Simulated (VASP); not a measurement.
# LiAl2 (P4/mmm) in VASP: reference runs, part 2 of 2

VASP 6.6.1.

## (7) Equation of state, PBE, 19.95 Å³/atom (volume scaled by 1.02)

The input, INCAR:

```
PREC = Accurate
ENCUT = 520
EDIFF = 1E-7
ISMEAR = -1
SIGMA = 0.05
LREAL = False
LASPH = True
NELM = 100
ALGO = Normal
ISIF = 2
LWAVE = False
LCHARG = False
GGA = PE
NBANDS = 12
```

The input, KPOINTS:

```
Automatic mesh
0
Gamma
  8 8 6
```

The input, POSCAR:

```
LiAl2
1.0
    3.4725564274      0.0000000000      0.0000000000
    0.0000000000      3.4725564274      0.0000000000
    0.0000000000      0.0000000000      4.9621164481
Li Al
1 2
Direct
    0.0000000000      0.0000000000      0.0000000000
    0.5000000000      0.5000000000      0.0000000000
    0.0000000000      0.0000000000      0.5000000000
```

Launch:

```sh
$ cat potpaw_PBE.64/Li_sv/POTCAR potpaw_PBE.64/Al/POTCAR > POTCAR
$ mpirun -np 1 vasp_std > vasp.out
```

Run time: 22 s. Hardware: 1 thread of Intel Xeon Platinum 8559C (Emerald Rapids), shared host; peak memory 0.19 GiB.

The run converged. Its results:

| Quantity | Value |
| --- | --- |
| Free energy | -7.7807 eV |
| Band gap on the k mesh | none (metal or under the smearing width) |

Caveat: the cutoff is under 1.25 times the usual one of these potentials, so pressure, stress and relaxed cells hold a basis-set (Pulay) error.

## (8) Equation of state, PBE, 20.34 Å³/atom (volume scaled by 1.04)

The input, INCAR:

```
SYSTEM = LiAl2
ALGO = Normal
EDIFF = 1E-7
ENCUT = 520
GGA = PE
ISIF = 2
ISMEAR = -1
LASPH = .TRUE.
LCHARG = .FALSE.
LREAL = .FALSE.
LWAVE = .FALSE.
NBANDS = 12
NELM = 60
PREC = Accurate
SIGMA = 0.05
```

The input, KPOINTS:

```
k-points
0
G
  8 8 6
  0 0 0
```

The input, POSCAR:

```
LiAl2
1.0
    3.4951061270      0.0000000000      0.0000000000
    0.0000000000      3.4951061270      0.0000000000
    0.0000000000      0.0000000000      4.9943388863
Li Al
1 2
Direct
    0.0000000000      0.0000000000      0.0000000000
    0.5000000000      0.5000000000      0.0000000000
    0.0000000000      0.0000000000      0.5000000000
```

Launch:

```sh
$ cat potpaw_PBE.64/Li_sv/POTCAR potpaw_PBE.64/Al/POTCAR > POTCAR
$ mpirun -np 1 vasp_std > vasp.out
```

Wall time 21 s (1 thread of Intel Xeon Platinum 8559C (Emerald Rapids), shared host); peak memory 0.19 GiB.

Results (log left out):

```yaml
Free_energy: -7.7745 eV
Band_gap_on_the_k_mesh: none (metal or under the smearing width)
```

Caveat: the cutoff is under 1.25 times the usual one of these potentials, so pressure, stress and relaxed cells hold a basis-set (Pulay) error.

## (9) Equation of state, PBE, 20.73 Å³/atom (volume scaled by 1.06)

The input, INCAR:

```
PREC     = Accurate       # precision mode
ENCUT    = 520            # plane-wave cutoff, eV
EDIFF    = 1E-7           # SCF threshold, eV
ISMEAR   = -1             # smearing method
SIGMA    = 0.05           # smearing width, eV
LREAL    = F              # projectors in reciprocal space
LASPH    = T              # aspherical terms in the spheres
NELM     = 100            # most SCF steps
ALGO     = Normal         # electronic algorithm
ISIF     = 2              # what is computed and relaxed
LWAVE    = F              # write WAVECAR
LCHARG   = F              # write CHGCAR
GGA      = PE             # functional
NBANDS   = 12             # bands
```

The input, KPOINTS:

```
Automatic mesh
0
Gamma
  8 8 6
```

The input, POSCAR:

```
LiAl2
1.0
    3.5173685496      0.0000000000      0.0000000000
    0.0000000000      3.5173685496      0.0000000000
    0.0000000000      0.0000000000      5.0261508197
Li Al
1 2
Direct
    0.0000000000      0.0000000000      0.0000000000
    0.5000000000      0.5000000000      0.0000000000
    0.0000000000      0.0000000000      0.5000000000
```

Potentials or basis: VASP PAW PBE potentials, release 64 (Li_sv, Al).

Launch:

```sh
$ cat potpaw_PBE.64/Li_sv/POTCAR potpaw_PBE.64/Al/POTCAR > POTCAR
$ mpirun -np 1 vasp_std > vasp.out
```

OUTCAR:

```text
PREC = Accurate
   ENCUT = 520
   EDIFF = 1E-7
   ISMEAR = -1
   LREAL = F
   LASPH = T
   NELM = 100
   ISIF = 2
   GGA = PE

 Found     60 irreducible k-points:

 Following reciprocal coordinates:
            Coordinates               Weight
  0.000000  0.000000  0.000000      1.000000
  0.125000  0.000000  0.000000      4.000000
  0.250000  0.000000  0.000000      4.000000
  0.375000  0.000000  0.000000      4.000000
  0.500000  0.000000  0.000000      2.000000
  0.125000  0.125000  0.000000      4.000000
   k-points           NKPTS =     60   k-points in BZ     NKDIM =     60   number of bands    NBANDS=     12
   number of dos      NEDOS =    301   number of ions     NIONS =      3
   total plane-waves  NPLWV =  31360
   dimension x,y,z NGX =    28 NGY =   28 NGZ =   40
   dimension x,y,z NGXF=    56 NGYF=   56 NGZF=   80
   ions per type =               1   2
   NGX,Y,Z   is equivalent  to a cutoff of  13.23, 13.23, 13.23 a.u.
   NGXF,Y,Z  is equivalent  to a cutoff of  26.47, 26.47, 26.46 a.u.
 SYSTEM =  unknown system
   PREC   = accura    normal or accurate (medium, high low for compatibility)
   ISTART =      0    job   : 0-new  1-cont  2-samecut
   ICHARG =      2    charge: 1-file 2-atom 10-const
   ISPIN  =      1    spin polarized calculation?
   LNONCOLLINEAR =      F non collinear calculations
   LSORBIT =      F    spin-orbit coupling
   LASPH  =      T    aspherical Exc in radial PAW
   ENCUT  =  520.0 eV  38.22 Ry    6.18 a.u.   6.54  6.54  9.35*2*pi/ulx,y,z
   NELM   =    100;   NELMIN=  2; NELMDL= -5     # of ELM steps
   EDIFF  = 0.1E-06   stopping-criterion for ELM
   LREAL  =      F    real-space projection
   EDIFFG = 0.1E-05   stopping-criterion for IOM
   NSW    =      0    number of steps for IOM
   IBRION =     -1    ionic relax: 0-MD 1-quasi-New 2-CG
   NFREE  =      0    steps in history (QN), initial steepest desc. (CG)
   ISIF   =      2    stress and relaxation
   ISYM   =      2    0-nonsym 1-usesym 2-fastsym
   POTIM  = 0.5000    time-step for ionic-motion
   TEBEG  =    0.0;   TEEND  =   0.0 temperature during run
   PSTRESS=    0.0 pullay stress
   NELECT =       9.0000    total number of electrons
   NUPDOWN=      -1.0000    fix difference up-down
   EMIN   =  10.00;   EMAX   =-10.00  energy-range for DOS
   EFERMI =   0.00;   METHOD = LEGACY
   ISMEAR =    -1;   SIGMA  =   0.05  broadening in eV -4-tet -1-fermi 0-gaus
   EFERMI_NEDOS =   21; number of points for ismear=-14 and -15
   IALGO  =     38    algorithm
   IMIX   =      4    mixing-type and parameters
     AMIX     =   0.40;   BMIX     =  1.00
     AMIX_MAG =   1.60;   BMIX_MAG =  1.00
  volume/ion in A,a.u.               =      20.73       139.88
  Fermi-wavevector in a.u.,A,eV,Ry     =   0.859538  1.624292 10.052068  0.738806
  Thomas-Fermi vector in A             =   1.976908
   LORBIT       =      0    0 simple, 1 ext, 2 COOP (PROOUT), +10 PAW based schemes
   GGA     = PE    functional components
   LHFCALC =     F    Hartree Fock is set to
   AEXX    =    0.0000 exact exchange contribution
   IVDW    =     0    specifies the selected vdW correction
   LEPSILON=     F    determine dielectric tensor
   LRPA    =     F    only Hartree local field effects (RPA)
 non-spin polarized calculation
  energy-cutoff  :      520.00
  volume of cell :       62.18
 maximum number of plane-waves:      1699
 NGX is ok and might be reduce to    28
   NGX = 13   NGY = 13   NGZ = 19

 number of electron       9.0000010 magnetization

 Free energy of the ion-electron system (eV)
  ---------------------------------------------------
  ext. energy  EPLUGINS =         0.00000000
  ---------------------------------------------------
  free energy    TOTEN  =        -7.76475244 eV

  energy without entropy =       -7.75999367  energy(sigma->0) =       -7.76237306

 E-fermi :   3.7510     XC(G=0):  -8.6395

 val. band max:        3.6598955922   @ k =   0.5000   0.1250   0.0000
 cond. band min:       3.7610842362   @ k =   0.5000   0.2500   0.0000
 fundamental gap:      0.1011886439
 Fermi energy:         3.7509837300

 k-point     1 :       0.0000    0.0000    0.0000
  band No.  band energies     occupation
      1     -42.0886      2.00000
      2      -3.9942      2.00000
      3       1.2578      2.00000
      4       1.3176      2.00000
      5       5.9858      0.00000
      6       5.9858      0.00000
      7       8.1662      0.00000
      8       9.5059      0.00000
      9      10.6365      0.00000
     10      10.6896      0.00000
     11      10.6896      0.00000
     12      12.7849      0.00000

 k-point     2 :       0.1250    0.0000    0.0000
  band No.  band energies     occupation
      1     -42.0884      2.00000
      2      -3.8259      2.00000
      3       1.3745      2.00000
      4       1.4305      2.00000
      5       4.6406      0.00000
      6       6.1556      0.00000
      7       8.8444      0.00000
      8       9.3660      0.00000
      9       9.5035      0.00000
     10      10.7878      0.00000
     11      10.8347      0.00000
     12      12.9699      0.00000

 k-point     3 :       0.2500    0.0000    0.0000
  band No.  band energies     occupation
      1     -42.0877      2.00000
      2      -3.3244      2.00000
      3       1.1787      2.00000
      4       1.9436      2.00000
      5       3.3268      1.99959
      6       6.6627      0.00000
      7       7.4304      0.00000
      8       7.5872      0.00000
      9       9.6496      0.00000
     10      10.9093      0.00000
     11      12.8750      0.00000
     12      13.3943      0.00000

 k-point     4 :       0.3750    0.0000    0.0000
  band No.  band energies     occupation
      1     -42.0871      2.00000
      2      -2.5040      2.00000
      3       0.0255      2.00000
      4       2.7646      2.00000
      5       3.5059      1.98524
      6       5.8161      0.00000
      7       5.8262      0.00000
      8       7.4935      0.00000
      9      10.0995      0.00000
     10      10.2924      0.00000
     11      12.3928      0.00000
     12      12.5893      0.00000

 k-point     5 :       0.5000    0.0000    0.0000
  band No.  band energies     occupation
      1     -42.0869      2.00000
      2      -1.5801      2.00000
      3      -1.1211      2.00000
      4       3.5018      1.98641
      5       4.4258      0.00000
      6       4.5295      0.00000
      7       4.7520      0.00000
      8       8.3894      0.00000
      9       8.9934      0.00000
     10      10.8331      0.00000
     11      11.8477      0.00000
     12      12.6101      0.00000

 k-point     6 :       0.1250    0.1250    0.0000
  band No.  band energies     occupation
      1     -42.0881      2.00000
      2      -3.6573      2.00000
      3       1.4541      2.00000
      4       1.6029      2.00000
      5       4.3621      0.00001
      6       5.3043      0.00000
      7       9.1531      0.00000
      8       9.1784      0.00000
      9       9.6386      0.00000
     10      10.5177      0.00000
     11      11.1890      0.00000
     12      11.3157      0.00000

 [... further k-points ...]

------------------------ aborting loop because EDIFF is reached ----------------------------------------

  FORCE on cell =-STRESS in cart. coord.  units (eV):
  Direction    XX          YY          ZZ          XY          YZ          ZX
  --------------------------------------------------------------------------------------
  -------------------------------------------------------------------------------------
  Total       -0.6989604     -0.6989604     -0.4799414      0.0000000     -0.0000000      0.0000000
  in kB      -18.0090956    -18.0090956    -12.3659512      0.0000000     -0.0000000      0.0000000
  external PRESSURE =     -16.1280475 kB  Pullay stress =       0.0000000 kB

 VOLUME and BASIS-vectors are now :
 -----------------------------------------------------------------------------
  energy-cutoff  :      520.00
  volume of cell :       62.18
      direct lattice vectors                 reciprocal lattice vectors
     3.517368550  0.000000000  0.000000000     0.284303446  0.000000000  0.000000000
     0.000000000  3.517368550  0.000000000     0.000000000  0.284303446  0.000000000
     0.000000000  0.000000000  5.026150820     0.000000000  0.000000000  0.198959410

 POSITION                                       TOTAL-FORCE (eV/Angst)
 -----------------------------------------------------------------------------------
      0.00000      0.00000      0.00000         0.000000      0.000000      0.000000
      1.75868      1.75868      0.00000         0.000000      0.000000      0.000000
      0.00000      0.00000      2.51308         0.000000      0.000000      0.000000
 -----------------------------------------------------------------------------------
    total drift:                               -0.000000     -0.000000     -0.000000

  FREE ENERGIE OF THE ION-ELECTRON SYSTEM (eV)
  ---------------------------------------------------
  free  energy   TOTEN  =        -7.7647524410 eV

  energy  without entropy=       -7.7599936743  energy(sigma->0) =       -7.76237306
```

It took 21 s on 1 thread of Intel Xeon Platinum 8559C (Emerald Rapids), shared host; peak memory 0.18 GiB.

What came out:

```yaml
Free_energy: -7.7648 eV
Band_gap_on_the_k_mesh: none (metal or under the smearing width)
```

Caveat: the cutoff is under 1.25 times the usual one of these potentials, so pressure, stress and relaxed cells hold a basis-set (Pulay) error.

## (10) Equation of state, PBE

Potentials or basis: VASP PAW PBE potentials, release 64 (Li_sv, Al).

No new run: the results of the series are fitted here.

What came out:

```
Equilibrium volume                        : 19.54 Å³/atom
Bulk modulus at fixed shape and positions : 30 GPa
Pressure derivative of the bulk modulus   : 4.0
```

Energy against volume, from the lowest point:
| volume (Å³/atom) | energy (meV/atom) |
| --- | --- |
| 18.381 | 7.03 |
| 18.772 | 2.97 |
| 19.163 | 0.69 |
| 19.554 | 0.00 |
| 19.945 | 0.76 |
| 20.337 | 2.83 |
| 20.728 | 6.08 |

Caveat: the cutoff is under 1.25 times the usual one of these potentials, so pressure, stress and relaxed cells hold a basis-set (Pulay) error; the cell was scaled at fixed shape and fractional positions, which overstates the stiffness of a crystal with free parameters, most of all of layers and chains.

## (11) Summary

| task | cell | gap on the mesh (eV) |
| --- | --- | --- |
| single point | as given | none |
| single point | atoms moved at random, drawn with an rms of 0.05 Å | none |
| equation of state | as given | - |

Alike in all rows: level PBE; potentials or basis VASP PAW PBE potentials, release 64 (Li_sv, Al); no spin polarisation; k mesh 8 × 8 × 6; cutoff (eV) 520; smearing fermi-dirac 0.05 eV.

Caveats: the cutoff is under 1.25 times the usual one of these potentials, so pressure, stress and relaxed cells hold a basis-set (Pulay) error; the cell was scaled at fixed shape and fractional positions, which overstates the stiffness of a crystal with free parameters, most of all of layers and chains (some runs).

Total energies depend on the potentials used, so only differences within one code and one set of settings carry meaning.
